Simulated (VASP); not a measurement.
Input:

```
CELL_PARAMETERS angstrom
     -3.08912     3.08912     3.08912
      3.08912    -3.08912     3.08912
      3.08912     3.08912    -3.08912
ATOMIC_POSITIONS crystal
  Cs 0.00000 0.00000 0.00000
```

These are r2SCAN+rVV10, VASP's PBE PAW potentials (set 64) (plane waves; VASP 6.6.1) values and carry that method's errors. Run with 520 eV cut-off, 8×8×8 Γ-centred mesh, first-order Methfessel-Paxton smearing of 0.10 eV, potentials Cs_sv.

Unless said otherwise, spin-orbit coupling is left out, though it shifts the bands of the heavy elements here.

Task: Estimate the energy per atom (σ→0), band gap (on the k-mesh) with the smallest direct gap where there is one.

Result: 
The band gap (on the k-mesh) comes out as none (metal, semimetal or under 0.01 eV) and the energy per atom (σ→0) is -24.565 eV/atom.

Only differences to runs with the same potentials and settings are physical.

The compound is Cs in the bcc structure. It was relaxed first. The start is the result of an earlier pass.
